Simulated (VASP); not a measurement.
Given:

```xyz
3
Lattice="0.0000 2.1883 6.9998 2.1823 0.0000 6.9998 2.1823 2.1883 0.0000" Properties=species:S:1:pos:R:3 pbc="T T T"
Zr     2.1861     2.1890     2.3465
Zr     2.1732     2.1932    11.6422
Cd     2.1877     2.1828     7.0108
```

Level of theory: LDA (Ceperley-Alder, Perdew-Zunger), VASP's LDA PAW potentials (set 64) (plane waves; VASP). Settings: 300 eV cut-off, 5×5×5 Γ-centred mesh, Gaussian smearing of 0.14 eV, potentials Zr_sv Cd.

At this cut-off the stress carries a Pulay error, which pulls relaxed volumes low.

Q: Predict the energy per atom (σ→0), pressure, largest force, band gap (on the k-mesh) with the smallest direct gap where there is one.

A: 
| Item | Result |
|---|---|
| band gap (on the k-mesh) | none (metal, semimetal or under 0.01 eV) |
| energy per atom (σ→0) | -6.832 eV/atom |
| pressure | -7.27 GPa |
| largest force | 0.075 eV/Å |

Only differences to runs with the same potentials and settings are physical.

The structure comes from a computed database's Zr2Cd entry; how it stands against other phases isn't given here. The cell was not relaxed at this level, atoms are displaced from their ideal sites. The k-mesh is coarse (spacing up to 0.42 per Å, 2π included), so the numbers may not be converged in it.
